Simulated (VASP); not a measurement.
A VASP calculation is set up with these files.

File KPOINTS:
```
Automatic mesh
0
Gamma
9 9 9
0 0 0
```

### INCAR
```
# general
SYSTEM =MgSe
PREC   =Accurate
ENCUT  =500   # plane-wave cut-off (eV)
LREAL  =.FALSE.
LASPH  =.TRUE.   # aspherical one-centre terms

# electronic loop
EDIFF  =1E-6   # SCF stop (eV)
NELM   =100   # most electronic steps
ALGO   =Normal   # blocked Davidson
LMAXMIX=4   # l cut-off of mixed one-centre charges

# smearing
ISMEAR =0   # Gaussian
SIGMA  =0.05

# ions
IBRION =2
NSW    =40
ISIF   =3   # ions, shape and volume
EDIFFG =-0.02
PSTRESS=300   # kbar

# output
LWAVE  =.FALSE.
LCHARG =.FALSE.
```

POSCAR:
```
MgSe
1.0
  0.0000000000   2.4750752299   2.4750752299
  2.4750752299   0.0000000000   2.4750752299
  2.4750752299   2.4750752299   0.0000000000
Mg Se
1 1
Direct
  0.0000000000   0.0000000000   1.0000000000
  0.5000000000   0.5000000000   0.5000000000
```

POTCAR, in this order: Mg Se (LDA.64 set). Program: vasp_std.

Write an equivalent input for Quantum ESPRESSO's pw.x.

One equivalent input (not run):
```
&CONTROL
  calculation = 'vc-relax'
  pseudo_dir = './pseudo'
  outdir = './out'
  tprnfor = .true.
  tstress = .true.
  nstep = 40
  forc_conv_thr = 0.00078
/
&SYSTEM
  ibrav = 0
  nat = 2
  ntyp = 2
  ecutwfc = 86
  occupations = 'smearing'
  smearing = 'gaussian'
  degauss = 0.003675
  input_dft = 'pz'
/
&ELECTRONS
  conv_thr = 7.3e-08
  electron_maxstep = 100
/
&IONS
/
&CELL
  press = 300
/
ATOMIC_SPECIES
  Mg 24.305 Mg.upf
  Se 78.971 Se.upf
CELL_PARAMETERS angstrom
     0.0000000    2.4750752    2.4750752
     2.4750752    0.0000000    2.4750752
     2.4750752    2.4750752    0.0000000
ATOMIC_POSITIONS crystal
  Mg   0.0000000  0.0000000  1.0000000
  Se   0.5000000  0.5000000  0.5000000
K_POINTS automatic
  9 9 9 0 0 0
```
What does not carry over: the potentials are each code's own (VASP's PAW set, PseudoDojo norm-conserving files in pw.x), so ENCUT and ecutwfc are chosen apart and not converted; conv_thr bounds pw.x's estimated SCF error, while EDIFF bounds the energy change between steps; forc_conv_thr acts on force components and is met together with etot_conv_thr.

The compound is MgSe in the rock salt structure. It was relaxed first under an external pressure of 30 GPa.
